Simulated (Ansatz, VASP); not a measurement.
# HfN in two plane-wave programs

One calculation is typed for both programs; each brings its own data sets. How far apart do they land? The cell is taken from a series of runs on this material, whose earlier steps may have relaxed, scaled, displaced or heated it; both programs get it as it stands.

Calculated with Ansatz 0.2.0; plane waves, with VASP 6.6.1 beside it; LDA.

## 1. The structure

The structure is cubic, space group Fm-3m (No. 225). Conventional cell: a = 4.527 Å, b = 4.527 Å, c = 4.527 Å, α = 90.00°, β = 90.00°, γ = 90.00°. Nearest to N lie 6 Hf at 2.26 Å. Nearest to Hf lie 6 N at 2.26 Å. Farther neighbours and most contacts between anions are not listed.

## 2. VASP: single point, LDA, pair 1

A single point takes one fixed geometry, so differences don't come from the geometry; what else differs is listed under the comparison.

Lines of VASP's logs that name or quote its potential files are left out, and so is its time.

Contents of INCAR:

```
SYSTEM = HfN
PREC = Accurate
ENCUT = 600
EDIFF = 1E-06
NELM = 120
ISMEAR = 1
SIGMA = 0.2
LREAL = .FALSE.
ALGO = Normal
GGA = PW92
NBANDS = 13
LASPH = .TRUE.
LORBIT = 11
LWAVE = .FALSE.
LCHARG = .FALSE.
ISIF = 2
GGA_COMPAT = .FALSE.
```

Contents of POSCAR:

```
HfN
1.0
    0.0000000000      2.2634682802      2.2634682802
    2.2634682802      0.0000000000      2.2634682802
    2.2634682802      2.2634682802      0.0000000000
N Hf
1 1
Direct
    0.5000000000      0.5000000000      0.5000000000
    0.0000000000      0.0000000000      0.0000000000
```

Contents of KPOINTS:

```
Automatic mesh
0
Gamma
16 16 16
0 0 0
```

The projector-augmented-wave data sets are N and Hf_pv (LDA family, release 64).

Launch:

```console
mpirun -np 1 vasp_std
```

Numbers of over 12 decimals in the logs are rounded to 6 here.

Log:

```text
[banner, memory and clock lines left out]
running    1 mpi-ranks, on    1 nodes
 distrk:  each k-point on    1 cores,    1 groups
 distr:  one band on    1 cores,    1 groups

 POSCAR found type information on POSCAR N Hf
 POSCAR found :  2 types and       2 ions
|                                                                             |
|               ----> ADVICE to this user running VASP <----                  |
|                                                                             |
|     You enforced a specific xc type in the INCAR file but a different       |
|     [... a line on the potential file left out ...]
|     I HOPE YOU KNOW WHAT YOU ARE DOING!                                     |
|                                                                             |

 LDA part: xc-table for (Slater(with rela. corr.)+PW92), standard interpolation
 POSCAR, INCAR and KPOINTS ok, starting setup
 FFT: planning ... GRIDC
 FFT: planning ... GRID_SOFT
 FFT: planning ... GRID
 WAVECAR not read
 entering main loop
       N       E                     dE             d eps       ncg     rms          rms(c)
DAV:   1     0.392239830653E+02    0.39224E+02   -0.85588E+03  3794   0.121E+03
DAV:   2    -0.246832960764E+02   -0.63907E+02   -0.59657E+02  5031   0.247E+02
DAV:   3    -0.268180635798E+02   -0.21348E+01   -0.21196E+01  4561   0.358E+01
DAV:   4    -0.268279354422E+02   -0.98719E-02   -0.98709E-02  4138   0.286E+00
DAV:   5    -0.268280114779E+02   -0.76036E-04   -0.76035E-04  4527   0.213E-01    0.495E+01
DAV:   6    -0.239943241595E+02    0.28337E+01   -0.97743E+00  4100   0.236E+01    0.426E+01
DAV:   7    -0.238750619550E+02    0.11926E+00   -0.50197E-01  4246   0.575E+00    0.269E+01
DAV:   8    -0.238430452537E+02    0.32017E-01   -0.13575E-01  4375   0.317E+00    0.571E+00
DAV:   9    -0.238364125178E+02    0.66327E-02   -0.23171E-02  4270   0.118E+00    0.191E+00
DAV:  10    -0.238361355496E+02    0.27697E-03   -0.15399E-03  4463   0.357E-01    0.274E-01
DAV:  11    -0.238361023831E+02    0.33167E-04   -0.11052E-04  4321   0.102E-01    0.185E-02
DAV:  12    -0.238361027006E+02   -0.31752E-06   -0.68655E-06  4645   0.239E-02
   1 F= -.23836103E+02 E0= -.23836105E+02  d E =0.827764E-05
```

OUTCAR, selected parts (step 2):

```text
ion  position               nearest neighbor table
   1  0.500  0.500  0.500-   2 2.26   2 2.26   2 2.26   2 2.26   2 2.26   2 2.26
   2  0.000  0.000  0.000-   1 2.26   1 2.26   1 2.26   1 2.26   1 2.26   1 2.26

  LATTYP: Found a face centered cubic cell.
 ALAT       =     4.5269365604

 Subroutine GETGRP returns: Found 48 space group operations
 (whereof 48 operations were pure point group operations)

The static configuration has the point symmetry O_h .

 Found    145 irreducible k-points:

   k-points           NKPTS =    145   k-points in BZ     NKDIM =    145   number of bands    NBANDS=     13

   dimension x,y,z NGX =    28 NGY =   28 NGZ =   28
   dimension x,y,z NGXF=    56 NGYF=   56 NGZF=   56

   ENCUT  =  600.0 eV  44.10 Ry    6.64 a.u.   6.39  6.39  6.39*2*pi/ulx,y,z

   NELECT =      15.0000    total number of electrons

 k-points in reciprocal lattice and weights: Automatic mesh
   0.00000000  0.00000000  0.00000000       0.000
   0.06250000  0.00000000  0.00000000       0.002
   0.12500000  0.00000000  0.00000000       0.002
   0.18750000  0.00000000  0.00000000       0.002
   0.25000000  0.00000000  0.00000000       0.002
   0.31250000  0.00000000  0.00000000       0.002
   0.37500000  0.00000000  0.00000000       0.002
   0.43750000  0.00000000  0.00000000       0.002
   0.50000000  0.00000000  0.00000000       0.001
[...]
-0.31250000  0.50000000  0.18750000       0.003
  -0.25000000  0.50000000  0.25000000       0.001

 average (electrostatic) potential at core
       1 -61.3771       2 -35.0915

 E-fermi :   8.1342

 k-point     1 :       0.0000    0.0000    0.0000
  band No.  band energies     occupation
    ...
      6       5.1953      2.00000
      7       5.1953      2.00000
      8       7.7500      2.02045
      9       7.7500      2.02045
     10       7.7500      2.02045
     11      10.0284     -0.00000
     12      10.0284     -0.00000
     13      10.0718     -0.00000

 k-point     2 :       0.0625    0.0000    0.0000
  band No.  band energies     occupation
    ...
      6       4.9546      2.00000
      7       4.9546      2.00000
      8       7.8704      2.06851
      9       7.8852      2.07079
     10       7.8852      2.07079
     11      10.3369     -0.00000
     12      10.3369     -0.00000
     13      10.3554     -0.00000

 k-point     3 :       0.1250    0.0000    0.0000
  band No.  band energies     occupation
    ...
      4      -8.7036      2.00000
      5       3.8845      2.00000
      6       4.4009      2.00000
      7       4.4009      2.00000
      8       8.0793      1.44633
      9       8.2385      0.23706
     10       8.2385      0.23706
     11      11.0779     -0.00000
     12      11.1356     -0.00000
     13      11.1356     -0.00000

  Total       -1.8129374     -1.8129374     -1.8129374     -0.0000000     -0.0000000     -0.0000000
  in kB     -125.2391605   -125.2391605   -125.2391605     -0.0000000     -0.0000000     -0.0000000
  external PRESSURE =    -125.2391605 kB  Pullay stress =       0.0000000 kB

  energy-cutoff  :      600.00
  volume of cell :       23.19
      direct lattice vectors                 reciprocal lattice vectors
     0.000000000  2.263468280  2.263468280    -0.220899937  0.220899937  0.220899937
     2.263468280  0.000000000  2.263468280     0.220899937 -0.220899937  0.220899937
     2.263468280  2.263468280  0.000000000     0.220899937  0.220899937 -0.220899937

 POSITION                                       TOTAL-FORCE (eV/Angst)
 -----------------------------------------------------------------------------------
      2.26347      2.26347      2.26347        -0.000000     -0.000000     -0.000000
      0.00000      0.00000      0.00000         0.000000      0.000000      0.000000
 -----------------------------------------------------------------------------------
    total drift:                                0.000000      0.000000      0.000000

  FREE ENERGIE OF THE ION-ELECTRON SYSTEM (eV)
  ---------------------------------------------------
  free  energy   TOTEN  =       -23.8361027006 eV

  energy  without entropy=      -23.8361109783  energy(sigma->0) =      -23.83610546

 total charge
# of ion       s       p       d       tot
------------------------------------------
    1        1.217   2.475   0.000   3.692
    2        0.291   6.574   1.779   8.644
--------------------------------------------------
tot          1.508   9.049   1.779  12.336

[... 3 further parts left out ...]
```

This run has no spin polarisation. Its electron count is odd, so without a moment it is a metal by construction.

## 3. Ansatz: single point, LDA, pair 1

Ansatz runs on its PAW soft_1 files.

The same cell, functional (in two slightly different forms), mesh and smearing now go to Ansatz, which takes its cutoff from its data sets.

Contents of input.yaml:

```yaml
crystal:
  lattice:
    - [0.0, 2.2634682802, 2.2634682802]
    - [2.2634682802, 0.0, 2.2634682802]
    - [2.2634682802, 2.2634682802, 0.0]
  atoms:
    - { symbol: "N", position: [0.5, 0.5, 0.5] }
    - { symbol: Hf, position: [0.0, 0.0, 0.0] }
kpoints:
  mp_grid: { grid: [16, 16, 16] }
hamiltonian:
  xc: lda
  pseudopotentials: { kind: paw, azcp: { folder: soft_1 }, xc_functional: pbe }
scf:
  occupations: { method: methfessel_paxton, width: 0.2 }
output:
  forces: true
  stress: true
  eigenvalues: true
```

Launch:

```console
ansatz run input.yaml --threads 4 --pin off --max-ram 10240MiB --backend cpu --events-out ev --progress --plain --runs-dir out
```

Log:

```text
Engine: ansatz 0.2.0, x86_64-unknown-linux-gnu
Pseudopotentials: kind: paw
Pseudopotential: N, paw, valence charge 5, recommended cutoff 420 eV (normal), soft_1/N.paw.azcp
Pseudopotential: Hf, paw, valence charge 26, recommended cutoff 420 eV (normal), soft_1/Hf.paw.azcp
Functional definition: SPW92
  exchange = slater_x
  correlation = pw_c
Crystal: 2 atoms, lattice volume = 23.193 Å³
Basis set: ecut = 420 eV, 459 PW (Γ)
Bands: 20, of which v1, the nominal top of the filled ones, is band 16 counted from 1 (15 counted from 0)
Symmetry: 48 space group operations
Space group: Fm-3m (ITA 225), of the structure as read, at distance tolerance 2.9e-5 Å
k-points: 145 of 4096
Non-local potential: N, projectors of the file, l = 0: 2, l = 1: 2, l = 2: 1
Non-local potential: Hf, projectors of the file, l = 0: 3, l = 1: 2, l = 2: 2, l = 3: 3
PAW form: soft (Blöchl's): semilocal exchange-correlation on the pseudo side does not see the compensation charge
PAW frozen core: N, regenerated for the run's functional, and the local potential with it (the file was generated under x = pbe(κ = 0.804, μ = 0.219515), c = pbe(β = 0.066725))
PAW frozen core: Hf, regenerated for the run's functional, and the local potential with it (the file was generated under x = pbe(κ = 0.804, μ = 0.219515), c = pbe(β = 0.066725))
PAW one-centre angular grid: N, 110 points (default); XC on 64 Gauss nodes
PAW one-centre angular grid: Hf, 590 points (default); XC on 64 Gauss nodes
Initial density: superposition of atomic densities (chi_scale 0.1, normalization cell, long waves kept (reshape's long-wave potential 0.00 eV rms))
Initial wavefunctions: pseudopotential atomic-orbital guess
Functional: x = slater, c = lda
SCF iter   1: F=—  HF=-15855.295600 eV  |F-HF|=—  |Δ(HF+E_count)|=         —  Δρ=4.47e-2  dr2=2.52e-1  ethr=3.10e-3  ⟨swp⟩=4.8  Hψ=12254  notcnv=0
preconditioner: auto → Kerker (q_TF=auto, 2.863 Å⁻¹)  [metal: Δε(μ)=0.029 eV  Ē_g=19.053 eV  σ=0.200 eV  W_gap=0.12  n_scr=14 (ndim 8)  ℏωp=41.5 eV  f_vac=0.000  D(μ)=0.57/eV (n_scr^D=0)]
SCF iter   2: F=—  HF=-15855.261936 eV  |F-HF|=—  |Δ(HF+E_count)|=   3.37e-2  S|Δr|=    0.00e0  Δρ=2.72e-2  dr2=7.48e-2  ethr=8.14e-4  ⟨swp⟩=1.3  Hψ=4124  notcnv=0
SCF iter   3: F=—  HF=-15855.248813 eV  |F-HF|=—  |Δ(HF+E_count)|=   1.31e-2  S|Δr|=    0.00e0  Δρ=6.23e-3  dr2=8.32e-3  ethr=2.41e-4  ⟨swp⟩=1.0  Hψ=2870  notcnv=0
SCF iter   4: F=—  HF=-15855.246863 eV  |F-HF|=—  |Δ(HF+E_count)|=   1.95e-3  S|Δr|=    0.00e0  Δρ=2.07e-3  dr2=8.20e-4  ethr=2.68e-5  ⟨swp⟩=2.1  Hψ=4870  notcnv=0
SCF iter   5: F=—  HF=-15855.246398 eV  |F-HF|=—  |Δ(HF+E_count)|=   4.66e-4  S|Δr|=    0.00e0  Δρ=1.12e-3  dr2=1.52e-4  ethr=2.64e-6  ⟨swp⟩=2.8  Hψ=6231  notcnv=0
SCF iter   6: F=—  HF=-15855.246396 eV  |F-HF|=—  |Δ(HF+E_count)|=   1.87e-6  S|Δr|=    0.00e0  Δρ=3.07e-4  dr2=1.40e-5  ethr=4.90e-7  ⟨swp⟩=2.9  Hψ=5125  notcnv=0
SCF iter   7: F=—  HF=-15855.246387 eV  |F-HF|=—  |Δ(HF+E_count)|=   9.29e-6  S|Δr|=    0.00e0  Δρ=5.51e-5  dr2=4.77e-7  ethr=4.51e-8  ⟨swp⟩=3.1  Hψ=5995  notcnv=0
SCF iter   8: F=-15855.246387 eV  HF=-15855.246387 eV  |F-HF|=2.32e-8  |Δ(HF+E_count)|=   8.04e-9  S|Δr|=    0.00e0  Δρ=1.24e-5  dr2=3.78e-8  ethr=3.23e-10  ⟨swp⟩=8.0  Hψ=15426  notcnv=0
SCF 1 converged in 8 iterations: F = -15855.246387 eV  dr2 = 3.78e-8
  greatest PAW one-centre occupation: 0.998 electrons in one spin orbital (limit 2), on the Hf atom at site 1 (counted from 0), in its partial waves of l = 3
SCF converged after 8 iterations
Stability not checked: this state was not tested for a lower state beside it, because cold or Methfessel-Paxton smearing, or corrected tetrahedra, fill the levels in a way that the test cannot read (fill_not_monotonic; see scf.lower_state_search)
Free energy (F): -15855.246387 eV
Harris-Foulkes:  -15855.246387 eV  (|F-HF|=2.32e-8)
Internal energy: -15855.246322 eV  (E = F + TS)
E sigma→0 (E₀):  -15855.246371 eV
Entropy (-TS):   -0.000064 eV (-0.032 meV/atom)
Fermi energy:    21.647357 eV
--- Per-component energies (eV) ---
  E_band       = 113.767633
  E_kinetic    = 538.472177
  E_local      = -5978.125009  (includes V_loc(G=0)·N_el)
  E_nonlocal   = 110.931043
  E_hartree    = 2931.988429
  E_xc         = -324.409952
  E_vxc        = -331.589456  (∫ρ·V_xc dr)
  E_paw        = -7574.363846  (= ΣΔE_a)
  E_vpaw       = -89.886121  (= ΣTr[D̂ρ^β])
  E_aug_tail   = 0.000876  (compensation charges beyond the density's cutoff)
  E_ewald      = -5562.277171
  E_core_change = 2.537132  (= ΣΔE_core)
  E_smearing   = -0.000064  (= −TS)
  E_closure    = -0.000000  (closes the sum)
  Σ components = -15855.246387   (vs F -15855.246387, Δ=0.00e0)
--- Forces (eV/Å), atoms counted from 1 ---
  atom   1  N      0.00000000     0.00000000     0.00000000
  atom   2  Hf    -0.00000000     0.00000000     0.00000000
  max |Σ_I F_I| component: 1.22e-29 eV/Å
--- Stress (GPa, compression-positive) ---
      -10.881355       0.000000       0.000000
        0.000000     -10.881355       0.000000
       -0.000000       0.000000     -10.881355
  P = ⅓ Tr σ = -10.8814 GPa (-108.814 kbar)
--- Band table (eV; the first three rows and the last of 145) ---
  k-point 0: bands = [... 12 lower, 18.7785, 18.7785, 18.7785, 21.2377, 21.2377, 21.2377, 23.4959, 23.5183]
  k-point 1: bands = [... 12 lower, 18.3662, 18.5303, 18.5303, 21.3667, 21.3753, 21.3753, 23.7813, 23.8284]
  k-point 2: bands = [... 12 lower, 17.4506, 17.9610, 17.9610, 21.5865, 21.7323, 21.7323, 24.5067, 24.6280]
  k-point 144: bands = [... 12 lower, 15.5637, 16.2311, 16.2311, 22.7632, 22.7632, 27.0775, 27.1269, 27.6626]
```

In the SCF lines HF is the Harris–Foulkes energy and dr2 the Hartree energy of the density residual, in eV; the loop may stop once dr2 is under the threshold and the program's other checks hold. Hψ counts applications of the Hamiltonian.

The run ends at a pressure of -10.88 GPa.

## 4. Differences

Known differences besides the potentials themselves: the data sets hold 31 valence electrons in Ansatz (on its PAW soft_1 files) and 15 in VASP; the cutoff is 420 eV in Ansatz and 600 eV in VASP; VASP's log shows a relativistic correction to its local exchange, Ansatz's none. Total energies have different zeros and are not compared.

Compared:

| quantity | Ansatz | VASP | difference |
| --- | --- | --- | --- |
| pressure (GPa) | -10.88 | -12.52 | +1.64 |

## 5. Further runs

Further runs change the set-up of one program: Ansatz's method, potentials or start, or VASP's data sets, cutoff or form of LDA. The table gives that difference for each run.

| run | pressure (GPa) |
| --- | --- |
| as above | 1.6 |
| VASP with the data sets N and Hf_sv | 1.1 |

## 6. Ansatz: single point, LDA, pair 2

With cell and atoms fixed, the geometry can't cause a difference; cores, projectors, grids and the points listed under the comparison can. The cell compared in this pair holds 23.64 Å³, against 23.19 Å³ for the pair before.

The cell is taken from a series of runs on this material, whose earlier steps may have relaxed, scaled, displaced or heated it; both programs get it as it stands.

input.yaml, the sections that differ from step 3:

```yaml
crystal:
  lattice:
    - [0.0, 2.2778856643, 2.2778856643]
    - [2.2778856643, 0.0, 2.2778856643]
    - [2.2778856643, 2.2778856643, 0.0]
  atoms:
    - { symbol: "N", position: [0.5, 0.5, 0.5] }
    - { symbol: Hf, position: [0.0, 0.0, 0.0] }
# kpoints, hamiltonian, scf, output: as in step 3
```

Log:

```text
[...]
Crystal: 2 atoms, lattice volume = 23.639 Å³
Basis set: ecut = 420 eV, 459 PW (Γ)
Bands: 20, of which v1, the nominal top of the filled ones, is band 16 counted from 1 (15 counted from 0)
[... 1 set-up line as in the run before ...]
[...]
k-points: 145 of 4096
[...]
--- Band table (eV; the first three rows and the last of 145) ---
  k-point 0: bands = [... 12 lower, 18.3691, 18.3691, 18.3691, 20.8239, 20.8239, 20.8239, 22.8917, 23.0490]
  k-point 1: bands = [... 12 lower, 17.9587, 18.1275, 18.1275, 20.9475, 20.9581, 20.9581, 23.1801, 23.3505]
  k-point 2: bands = [... 12 lower, 17.0531, 17.5734, 17.5734, 21.1565, 21.3068, 21.3068, 23.9095, 24.1294]
  k-point 144: bands = [... 12 lower, 15.2116, 15.8372, 15.8372, 22.3121, 22.3121, 26.5087, 26.5162, 27.0636]
[key lines of the parts left out:]
SCF converged after 8 iterations
Free energy (F): -15855.209526 eV
Fermi energy:    21.220267 eV
P = ⅓ Tr σ = -15.5203 GPa (-155.203 kbar)
```

The run ends at a pressure of -15.52 GPa.

## 7. VASP: single point, LDA, pair 2

The same cell, functional (in two slightly different forms), mesh and smearing now go to VASP, with its own data sets.

INCAR is that of step 2.

Contents of POSCAR:

```
HfN
1.0
    0.0000000000      2.2778856643      2.2778856643
    2.2778856643      0.0000000000      2.2778856643
    2.2778856643      2.2778856643      0.0000000000
N Hf
1 1
Direct
    0.5000000000      0.5000000000      0.5000000000
    0.0000000000      0.0000000000      0.0000000000
```

KPOINTS is that of step 2.

Launch:

```console
mpirun -np 1 vasp_std
```

Log:

```text
[banner, memory and clock lines left out]
running    1 mpi-ranks, on    1 nodes
[...]
[... a notice as in an earlier step ...]

 LDA part: xc-table for (Slater(with rela. corr.)+PW92), standard interpolation
 POSCAR, INCAR and KPOINTS ok, starting setup
[...]
entering main loop
       N       E                     dE             d eps       ncg     rms          rms(c)
DAV:   1     0.388980806820E+02    0.38898E+02   -0.86550E+03  3778   0.121E+03
DAV:   2    -0.246431044403E+02   -0.63541E+02   -0.59586E+02  4990   0.245E+02
DAV:   3    -0.267791478673E+02   -0.21360E+01   -0.21229E+01  4500   0.359E+01
DAV:   4    -0.267894500652E+02   -0.10302E-01   -0.10296E-01  4178   0.292E+00
[...]
DAV:  10    -0.237951852606E+02    0.29442E-03   -0.16425E-03  4402   0.365E-01    0.264E-01
DAV:  11    -0.237951506491E+02    0.34611E-04   -0.11651E-04  4376   0.104E-01    0.197E-02
DAV:  12    -0.237951510551E+02   -0.40597E-06   -0.70326E-06  4585   0.241E-02
   1 F= -.23795151E+02 E0= -.23795177E+02  d E =0.783497E-04
```

OUTCAR, selected parts (step 7):

```text
  Total       -2.5303289     -2.5303289     -2.5303289     -0.0000000     -0.0000000      0.0000000
  in kB     -171.4990833   -171.4990833   -171.4990833     -0.0000000     -0.0000000      0.0000000
  external PRESSURE =    -171.4990833 kB  Pullay stress =       0.0000000 kB

 POSITION                                       TOTAL-FORCE (eV/Angst)
 -----------------------------------------------------------------------------------
      2.27789      2.27789      2.27789         0.000000      0.000000     -0.000000
      0.00000      0.00000      0.00000         0.000000      0.000000      0.000000
 -----------------------------------------------------------------------------------
    total drift:                                0.000000      0.000000      0.000000

  FREE ENERGIE OF THE ION-ELECTRON SYSTEM (eV)
  ---------------------------------------------------
  free  energy   TOTEN  =       -23.7951510551 eV

  energy  without entropy=      -23.7952294048  energy(sigma->0) =      -23.79517717

[... 1 part as in an earlier step ...]

[... 2 further parts left out ...]
[key lines of the parts left out:]
E-fermi :   7.9611
```

The run ends at a pressure of -17.15 GPa.

## 8. Differences

What differs besides the data sets and the points named for the pairs above, as far as they apply: the data sets hold 31 valence electrons in Ansatz (on its PAW soft_1 files) and 15 in VASP. Total energies have different zeros and are not compared.

Both answers:

| quantity | Ansatz | VASP | difference |
| --- | --- | --- | --- |
| pressure (GPa) | -15.52 | -17.15 | +1.63 |

## 9. Results

- difference in pressure (single point, LDA, pair 1): 1.6 GPa
- difference in pressure (single point, LDA, pair 2): 1.6 GPa

What this shows: The difference in pressure is 1.6 GPa (single point, LDA, pair 1), beyond the 1 GPa picked in this series as the mark of a large difference. The data sets hold unlike numbers of valence electrons (31 in Ansatz and 15 in VASP), so part of the differences may come from the potentials. Single point, LDA, pair 1, VASP with the data sets N and Hf_sv: the difference in pressure goes from 1.6 to 1.1 GPa. What causes the difference of the single point, LDA, pair 2 pair stays open here. How closely two codes agree says nothing of how well the functional describes the real material.

[Lines on the potential files, build, host, timing and source positions are cut from VASP's logs without a mark.]

[Logs are printed without paths, hosts, clocks, repeated set-up lines and the standing remarks that a program may print on its own settings, such as how far it seeks lower states.]

[Hosts, paths, dates, database ids (printed as entryN), source tags and the programs' standing remarks are cut or masked in the printed files.]
